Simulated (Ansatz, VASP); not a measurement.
# Cross-check of HfSnGe (HfSnGe in the AlB2 type) between VASP and Ansatz, part 2 of 3

Aim: how closely do two programs agree when they are given the same cell, functional and k mesh? The cell is generated by rule, not measured, and may not be a known phase. The cell is taken from a series of runs on this material, whose earlier steps may have relaxed, scaled, displaced or heated it; both programs get it as it stands.

VASP 6.6.1 and Ansatz 0.2.0.

So far: The starting structure; VASP: relaxation of cell and atoms, PBEsol, pair 1.

The structure was built from a prototype and need not be the compound's stable phase.

### 3. Ansatz: relaxation of cell and atoms, PBEsol, pair 1

Level of this step: Ansatz beside VASP: Kohn-Sham DFT, plane waves, PBEsol (Ansatz).

Ansatz runs on its PAW soft_1 files.

The same cell, functional, mesh and smearing now go to Ansatz, which takes its cutoff from its data sets.

File input.yaml:

```yaml
crystal:
  lattice:
    - [4.9386189095, 0.0, 0.0]
    - [-2.4693094548, 4.2769694353, 0.0]
    - [0.0, 0.0, 2.8842067977]
  atoms:
    - { symbol: Hf, position: [0.0, 0.0, 0.0] }
    - { symbol: Ge, position: [0.3333333333, 0.6666666667, 0.5] }
    - { symbol: Sn, position: [0.6666666667, 0.3333333333, 0.5] }
kpoints:
  mp_grid: { grid: [6, 6, 10] }
hamiltonian:
  xc: pbesol
  pseudopotentials: { kind: paw, azcp: { folder: soft_1 }, xc_functional: pbe }
scf:
  occupations: { method: methfessel_paxton, width: 0.2 }
output:
  forces: true
  stress: true
  eigenvalues: true
relax:
  adjacent_minimum: "off"
  f_tol: 0.001
  max_steps: 60
  cell: { stress_tol: 0.01 }
```

Run with:

```
$ ansatz run input.yaml --threads 4 --pin off --max-ram 12288MiB --backend cpu --events-out ev --progress --plain --runs-dir out
```

Numbers of over 12 decimals in the logs are rounded to 6 here.

Output:

```text
Engine: ansatz 0.2.0, x86_64-unknown-linux-gnu
Pseudopotentials: kind: paw
Pseudopotential: Hf, paw, valence charge 26, recommended cutoff 420 eV (normal), soft_1/Hf.paw.azcp
Pseudopotential: Ge, paw, valence charge 14, recommended cutoff 420 eV (normal), soft_1/Ge.paw.azcp
Pseudopotential: Sn, paw, valence charge 14, recommended cutoff 420 eV (normal), soft_1/Sn.paw.azcp
Functional definition: PBEsol
  exchange = pbesol_x
  correlation = pbesol_c
Crystal: 3 atoms, lattice volume = 60.921 Å³
Basis set: ecut = 420 eV, 1179 PW (Γ), exchange–correlation on 72×72×40 points (8 copies of the dense FFT grid, shifted against one another)
Bands: 33, of which v1, the nominal top of the filled ones, is band 27 counted from 1 (26 counted from 0)
Symmetry: 12 space group operations
Space group: P-6m2 (ITA 187), of the structure as read, at distance tolerance 3.9e-5 Å
k-points: 42 of 360 (time reversal used)
Non-local potential: Hf, projectors of the file, l = 0: 3, l = 1: 2, l = 2: 2, l = 3: 3
Non-local potential: Ge, projectors of the file, l = 0: 2, l = 1: 2, l = 2: 3, l = 3: 1
Non-local potential: Sn, projectors of the file, l = 0: 2, l = 1: 2, l = 2: 2, l = 3: 1
PAW form: soft (Blöchl's): semilocal exchange-correlation on the pseudo side does not see the compensation charge
PAW frozen core: Hf, regenerated for the run's functional, and the local potential with it (the file was generated under x = pbe(κ = 0.804, μ = 0.219515), c = pbe(β = 0.066725))
PAW frozen core: Ge, regenerated for the run's functional, and the local potential with it (the file was generated under x = pbe(κ = 0.804, μ = 0.219515), c = pbe(β = 0.066725))
PAW frozen core: Sn, regenerated for the run's functional, and the local potential with it (the file was generated under x = pbe(κ = 0.804, μ = 0.219515), c = pbe(β = 0.066725))
PAW one-centre angular grid: Hf, 590 points (default); XC on 64 Gauss nodes
PAW one-centre angular grid: Ge, 590 points (default); XC on 64 Gauss nodes
PAW one-centre angular grid: Sn, 590 points (default); XC on 64 Gauss nodes
Initial density: superposition of atomic densities (chi_scale 0.1, normalization cell, long waves kept (reshape's long-wave potential 0.00 eV rms))
Initial wavefunctions: pseudopotential atomic-orbital guess
Functional: x = pbesol(κ = 0.804, μ = 0.123457), c = pbesol(β = 0.046)
SCF iter   1: F=—  HF=-25805.119522 eV  |F-HF|=—  |Δ(HF+E_count)|=         —  Δρ=7.92e-2  dr2=1.24e1  ethr=3.10e-3  ⟨swp⟩=5.4  Hψ=4855  notcnv=0
preconditioner: auto → Kerker (q_TF=auto, 2.674 Å⁻¹)  [metal: Δε(μ)=0.019 eV  Ē_g=19.201 eV  σ=0.200 eV  W_gap=0.08  n_scr=26 (ndim 8)  ℏωp=34.3 eV  f_vac=0.000  D(μ)=0.88/eV (n_scr^D=6)]
SCF iter   2: F=—  HF=-25802.974129 eV  |F-HF|=—  |Δ(HF+E_count)|=    2.15e0  S|Δr|=    0.00e0  Δρ=3.67e-2  dr2=2.60e0  ethr=3.10e-3  ⟨swp⟩=2.8  Hψ=2972  notcnv=0  defer=39
SCF iter   3: F=—  HF=-25802.419354 eV  |F-HF|=—  |Δ(HF+E_count)|=   5.55e-1  S|Δr|=    0.00e0  Δρ=1.49e-2  dr2=2.47e-1  ethr=3.10e-3  ⟨swp⟩=2.1  Hψ=2376  notcnv=0  defer=40
SCF iter   4: F=—  HF=-25802.289629 eV  |F-HF|=—  |Δ(HF+E_count)|=   1.30e-1  S|Δr|=    0.00e0  Δρ=7.17e-3  dr2=3.69e-2  ethr=4.58e-4  ⟨swp⟩=2.0  Hψ=2839  notcnv=0  defer=44
SCF iter   5: F=—  HF=-25802.288798 eV  |F-HF|=—  |Δ(HF+E_count)|=   8.31e-4  S|Δr|=    0.00e0  Δρ=2.52e-3  dr2=4.44e-3  ethr=6.83e-5  ⟨swp⟩=2.1  Hψ=2575  notcnv=0  defer=41
SCF iter   6: F=—  HF=-25802.284098 eV  |F-HF|=—  |Δ(HF+E_count)|=   4.70e-3  S|Δr|=    0.00e0  Δρ=1.06e-3  dr2=8.85e-4  ethr=8.22e-6  ⟨swp⟩=2.1  Hψ=2325  notcnv=0  defer=41
SCF iter   7: F=—  HF=-25802.283919 eV  |F-HF|=—  |Δ(HF+E_count)|=   1.79e-4  S|Δr|=    0.00e0  Δρ=4.54e-4  dr2=1.52e-4  ethr=1.64e-6  ⟨swp⟩=2.0  Hψ=2488  notcnv=0  defer=41
SCF iter   8: F=—  HF=-25802.283944 eV  |F-HF|=—  |Δ(HF+E_count)|=   2.53e-5  S|Δr|=    0.00e0  Δρ=1.21e-4  dr2=1.12e-5  ethr=2.81e-7  ⟨swp⟩=2.0  Hψ=2488  notcnv=0  defer=41
SCF iter   9: F=—  HF=-25802.283955 eV  |F-HF|=—  |Δ(HF+E_count)|=   1.09e-5  S|Δr|=    0.00e0  Δρ=2.84e-5  dr2=6.70e-7  ethr=2.07e-8  ⟨swp⟩=2.0  Hψ=1950  notcnv=0  defer=41
SCF iter  10: F=-25802.283955 eV  HF=-25802.283955 eV  |F-HF|=8.34e-8  |Δ(HF+E_count)|=   9.55e-8  S|Δr|=    0.00e0  Δρ=1.01e-5  dr2=8.14e-8  ethr=1.85e-10  ⟨swp⟩=10.4  Hψ=7306  notcnv=0
SCF 1 converged in 10 iterations: F = -25802.283955 eV  dr2 = 8.14e-8
  greatest PAW one-centre occupation: 0.998 electrons in one spin orbital (limit 2), on the Ge atom at site 1 (counted from 0), in its partial waves of l = 2
relax step   1: F+E_penalty+E_count = -25802.28395476 eV  Δ(F+E_penalty+E_count) = +0.000e0 eV  max|allowed force component| = 1.449e-16 eV/Å  Δτ_max = 0.0000 Å  P = +0.182 GPa  Ω = 60.921 Å³  (10 SCF iters, dr2 threshold 1.00e-7 eV, accepted)
[...]
relax step   3: F+E_penalty+E_count = -25802.28459815 eV  Δ(F+E_penalty+E_count) = -4.570e-4 eV  max|allowed force component| = 4.533e-16 eV/Å  Δτ_max = 0.0000 Å  P = +0.030 GPa  Ω = 60.990 Å³  energy of the carried Pulay correction = -1.464e-5 eV  (6 SCF iters, dr2 threshold 3.00e-7 eV, accepted)
[...]
relax step   4: F+E_penalty+E_count = -25802.28459310 eV  Δ(F+E_penalty+E_count) = +5.052e-6 eV  max|allowed force component| = 1.850e-16 eV/Å  Δτ_max = 0.0000 Å  P = -0.022 GPa  Ω = 61.024 Å³  energy of the carried Pulay correction = -2.100e-5 eV  (5 SCF iters, dr2 threshold 4.15e-9 eV, accepted)
[...]
relax step   5: F+E_penalty+E_count = -25802.28459716 eV  Δ(F+E_penalty+E_count) = -4.063e-6 eV  max|allowed force component| = 1.403e-16 eV/Å  Δτ_max = 0.0000 Å  P = +0.000 GPa  Ω = 61.010 Å³  energy of the carried Pulay correction = -1.832e-5 eV  (5 SCF iters, dr2 threshold 2.17e-9 eV, accepted)
[...]
relax step   6: F+E_penalty+E_count = -25802.28462377 eV  Δ(F+E_penalty+E_count) = -2.660e-5 eV  max|allowed force component| = 1.222e-16 eV/Å  Δτ_max = 0.0000 Å  P = +0.000 GPa  Ω = 61.010 Å³  stress off target by 6.10e-4 GPa  SCF on the basis re-selected at this cell (its energy is not comparable with the rows above)  (6 SCF iters)
basis re-selected at this cell: Δ(F+E_penalty+E_count) = -2.660e-5 eV, ΔP = +0.000 GPa vs the last step (what re-selecting the basis moved, of the pressure what is left beyond the Pulay correction that the steps carried, after the strain that the cell walked since its last selection, with what the two solves' SCF thresholds leave and, on support functions, any second-order correction that the steps lacked; it is no m [...]
SCF converged after 6 iterations
Stability not checked: this state was not tested for a lower state beside it, because cold or Methfessel-Paxton smearing, or corrected tetrahedra, fill the levels in a way that the test cannot read (fill_not_monotonic; see scf.lower_state_search)
Free energy (F): -25802.284624 eV
Harris-Foulkes:  -25802.284624 eV  (|F-HF|=3.64e-12)
Internal energy: -25802.287375 eV  (E = F + TS)
E sigma→0 (E₀):  -25802.285311 eV
Entropy (-TS):   0.002751 eV (0.917 meV/atom)
Fermi energy:    15.312016 eV
--- Per-component energies (eV) ---
  E_band       = -168.273317
  E_kinetic    = 672.153801
  E_local      = -9525.999318  (includes V_loc(G=0)·N_el)
  E_nonlocal   = 428.890599
  E_hartree    = 4664.212889
  E_xc         = -462.024338
  E_vxc        = -402.358485  (∫ρ·V_xc dr)
  E_paw        = -13840.672436  (= ΣΔE_a)
  E_vpaw       = -669.386088  (= ΣTr[D̂ρ^β])
  E_aug_tail   = 0.000402  (compensation charges beyond the density's cutoff)
  E_ewald      = -7741.302808
  E_core_change = 2.453833  (= ΣΔE_core)
  E_smearing   = 0.002751  (= −TS)
  E_closure    = -0.000000  (closes the sum)
  Σ components = -25802.284624   (vs F -25802.284624, Δ=0.00e0)
--- Forces (eV/Å), atoms counted from 1 ---
  atom   1  Hf     0.00000000     0.00000000    -0.00000000
  atom   2  Ge     0.00000000     0.00000000    -0.00000000
  atom   3  Sn    -0.00000000    -0.00000000     0.00000000
  max |Σ_I F_I| component: 6.94e-17 eV/Å
--- Stress (GPa, compression-positive) ---
       -0.000141      -0.000000       0.000000
       -0.000000      -0.000141      -0.000000
        0.000000      -0.000000       0.000610
  P = ⅓ Tr σ = 0.0001 GPa (0.001 kbar)
--- Band table (eV; the first three rows and the last of 42) ---
  k-point 0: bands = [... 23 lower, 10.8307, 10.8307, 13.0735, 14.8560, 14.8560, 18.9597, 19.4148, 19.4148, ... 2 higher]
  k-point 1: bands = [... 23 lower, 11.0183, 11.0183, 13.5055, 14.7404, 14.7404, 18.0015, 19.3357, 19.3357, ... 2 higher]
  k-point 2: bands = [... 23 lower, 11.5711, 11.5711, 14.2828, 14.3851, 14.3851, 16.1465, 19.2221, 19.2221, ... 2 higher]
  k-point 41: bands = [... 23 lower, 11.2302, 11.4512, 12.6366, 14.9372, 15.1668, 15.9649, 17.5820, 17.6618, ... 2 higher]
--- Relaxed structure (5 steps of the walk, 5 accepted, 1 SCFs on fresh bases) ---
  F+E_penalty+E_count = -25802.28462377 eV   max|allowed force component| = 1.222e-16 eV/Å   (the final SCF, on the basis selected at the relaxed cell)
  cell:  # Å, volume = 61.0096 Å³
    - [4.932763, 2.883333316930855e-11, -2.4181069687737227e-19]
    - [-2.466382, 4.271898, 1.209053484399116e-19]
    - [-1.4122005938615357e-19, 0, 2.895259]
  atoms:
    - { symbol: Hf, position: [0, 0, 0] }
    - { symbol: Ge, position: [0.333333, 0.666667, 0.5] }
    - { symbol: Sn, position: [0.666667, 0.333333, 0.5] }
```

Reading the cycles: dr2 is the Hartree energy of the density residual (eV), the measure of convergence; HF is the Harris–Foulkes estimate of the energy, which meets the free energy F at convergence.

### 4. Comparison

Known differences besides the potentials themselves: the data sets hold 54 valence electrons in Ansatz (on its PAW soft_1 files) and 38 in VASP; the cutoff is 420 eV in Ansatz and 500 eV in VASP; Ansatz makes its cores anew for this functional, VASP keeps those of its PBE data sets; Ansatz adds a Pulay correction to the stress that steers its cell, VASP none. Total energies have different zeros and are not compared.

Both answers:

```csv
quantity,Ansatz,VASP,difference
volume (Å³),61.01,60.85,+0.26 %
"edge a after relaxation, in the typed setting (Å)",4.933,4.929,+0.08 %
"edge c after relaxation, in the typed setting (Å)",2.895,2.892,+0.10 %
```

### 5. VASP: relaxation of cell and atoms, PBEsol, pair 2

The relaxed volume is the usual yardstick between codes: in a stiff, nearly cubic crystal its relative difference is about their pressure difference at one cell divided by the bulk modulus.

File INCAR:

```
SYSTEM = HfSnGe
PREC = Accurate
ENCUT = 500
EDIFF = 1E-07
NELM = 120
ISMEAR = 0
SIGMA = 0.1
LREAL = .FALSE.
ALGO = Normal
GGA = PS
NBANDS = 25
LASPH = .TRUE.
LORBIT = 11
LWAVE = .FALSE.
LCHARG = .FALSE.
ISIF = 3
IBRION = 2
NSW = 80
EDIFFG = -0.005
GGA_COMPAT = .FALSE.
NELMIN = 4
KPAR = 2
```

File POSCAR:

```
HfSnGe
1.0
    4.9303780000      0.0000000000      0.0000000000
   -2.4651890000      4.2698330000      0.0000000000
    0.0000000000      0.0000000000      2.8902360000
Hf Ge Sn
1 1 1
Direct
    0.0000000000      0.0000000000      0.0000000000
    0.3333332943      0.6666665886      0.5000000000
    0.6666667057      0.3333334114      0.5000000000
```

File KPOINTS:

```
Automatic mesh
0
Gamma
9 9 10
0 0 0
```

Potentials, in the order of the species: Hf_pv, Ge_d and Sn_d (PBE family, release 64).

Run with:

```
$ mpirun -np 2 vasp_std
```

Output:

```text
[banner, memory and clock lines left out]
running    2 mpi-ranks, on    1 nodes
[...]
[... a notice as in an earlier step ...]

 LDA part: xc-table for (Slater+PW92), standard interpolation
 POSCAR, INCAR and KPOINTS ok, starting setup
[...]
entering main loop
       N       E                     dE             d eps       ncg     rms          rms(c)
DAV:   1     0.286953857800E+03    0.28695E+03   -0.19187E+04  4038   0.303E+03
DAV:   2     0.189787036855E+02   -0.26798E+03   -0.26237E+03  3696   0.592E+02
DAV:   3    -0.190669751772E+02   -0.38046E+02   -0.37507E+02  4424   0.163E+02
DAV:   4    -0.204345105263E+02   -0.13675E+01   -0.13560E+01  4223   0.338E+01
[...]
DAV:  12    -0.198230315565E+02   -0.12044E-05   -0.70507E-06  4510   0.150E-02    0.333E-02
DAV:  13    -0.198230305764E+02    0.98009E-06   -0.16438E-06  4154   0.717E-03    0.154E-03
DAV:  14    -0.198230306307E+02   -0.54275E-07   -0.67579E-08  2496   0.208E-03
   1 F= -.19823031E+02 E0= -.19820522E+02  d E =-.198230E+02
[... from here on, the cycles between the ionic steps are left out ...]
   2 F= -.19823371E+02 E0= -.19820786E+02  d E =-.340370E-03
   3 F= -.19823414E+02 E0= -.19820859E+02  d E =-.382971E-03
   4 F= -.19823432E+02 E0= -.19820854E+02  d E =-.186223E-04
   5 F= -.19823437E+02 E0= -.19820867E+02  d E =-.234855E-04
[...]
reached required accuracy - stopping structural energy minimisation
```

Parts of OUTCAR (step 5):

```text
  Total        0.0119748      0.0119748      0.0122317      0.0000000      0.0000000     -0.0000000
  in kB        0.3157297      0.3157298      0.3225027      0.0000000      0.0000000     -0.0000000
  external PRESSURE =       0.3179874 kB  Pullay stress =       0.0000000 kB

 POSITION                                       TOTAL-FORCE (eV/Angst)
 -----------------------------------------------------------------------------------
      0.00000      0.00000      0.00000        -0.000000     -0.000000      0.000000
     -0.00000      2.84908      1.44070        -0.000000     -0.000000     -0.000000
      2.46738      1.42454      1.44070         0.000000      0.000000     -0.000000
 -----------------------------------------------------------------------------------
    total drift:                               -0.000001      0.000034     -0.000000

  FREE ENERGIE OF THE ION-ELECTRON SYSTEM (eV)
  ---------------------------------------------------
  free  energy   TOTEN  =       -19.8234370875 eV

  energy  without entropy=      -19.8182966115  energy(sigma->0) =      -19.82086685

[... 1 part as in an earlier step ...]

[... 3 further parts left out ...]
[key lines of the parts left out:]
E-fermi :   7.8237
```

### 6. Ansatz: relaxation of cell and atoms, PBEsol, pair 2

The same cell, functional, mesh and smearing now go to Ansatz, which takes its cutoff from its data sets.

The cell is taken from a series of runs on this material, whose earlier steps may have relaxed, scaled, displaced or heated it; both programs get it as it stands.

input.yaml, the sections that differ from step 3:

```yaml
crystal:
  lattice:
    - [4.9303783184, 0.0, 0.0]
    - [-2.4651891592, 4.269832874, 0.0]
    - [0.0, 0.0, 2.8902363327]
  atoms:
    - { symbol: Hf, position: [0.0, 0.0, 0.0] }
    - { symbol: Ge, position: [0.3333333333, 0.6666666667, 0.5] }
    - { symbol: Sn, position: [0.6666666667, 0.3333333333, 0.5] }
kpoints:
  mp_grid: { grid: [9, 9, 10] }
scf:
  occupations: { method: gaussian, width: 0.1 }
relax:
  adjacent_minimum: "off"
  f_tol: 0.005
  max_steps: 80
  cell: { stress_tol: 0.05 }
# hamiltonian, output: as in step 3
```

Run with:

```
$ ansatz run input.yaml --threads 4 --pin off --max-ram 12288MiB --backend cpu --events-out ev --progress --plain --runs-dir out
```

Output:

```text
[...]
Crystal: 3 atoms, lattice volume = 60.845 Å³
Basis set: ecut = 420 eV, 1179 PW (Γ), exchange–correlation on 72×72×40 points (8 copies of the dense FFT grid, shifted against one another)
Bands: 33, of which v1, the nominal top of the filled ones, is band 27 counted from 1 (26 counted from 0)
Symmetry: 12 space group operations
[...]
k-points: 72 of 810 (time reversal used)
[...]
--- Relaxed structure (3 steps of the walk, 3 accepted, 1 SCFs on fresh bases) ---
[...]
cell:  # Å, volume = 60.9211 Å³
    - [4.938619, 0.0, 0.0]
    - [-2.469309, 4.276969, 0.0]
    - [0.0, 0.0, 2.884207]
  atoms:
    - { symbol: Hf, position: [0, 0, 0.0] }
    - { symbol: Ge, position: [0.333333, 0.666667, 0.500000] }
    - { symbol: Sn, position: [0.666667, 0.333333, 0.500000] }
[key lines of the parts left out:]
SCF converged after 6 iterations
Free energy (F): -25802.279937 eV
Fermi energy:    15.240838 eV
P = ⅓ Tr σ = 0.0005 GPa (0.005 kbar)
```

### 7. Differences

What differs besides the data sets and the points named for the pairs above, as far as they apply: the data sets hold 54 valence electrons in Ansatz (on its PAW soft_1 files) and 38 in VASP. Total energies have different zeros and are not compared.

Compared:

```csv
quantity,Ansatz,VASP,difference
volume (Å³),60.92,60.77,+0.25 %
"edge a after relaxation, in the typed setting (Å)",4.939,4.935,+0.08 %
"edge c after relaxation, in the typed setting (Å)",2.884,2.881,+0.10 %
```

(Part 2 of 3 ends here.)

[Lines on the potential files, build, host, timing and source positions are cut from VASP's logs without a mark.]

[Logs are printed without paths, hosts, clocks, repeated set-up lines and the standing remarks that a program may print on its own settings, such as how far it seeks lower states.]

[Hosts, paths, dates, database ids (printed as entryN), source tags and the programs' standing remarks are cut or masked in the printed files.]
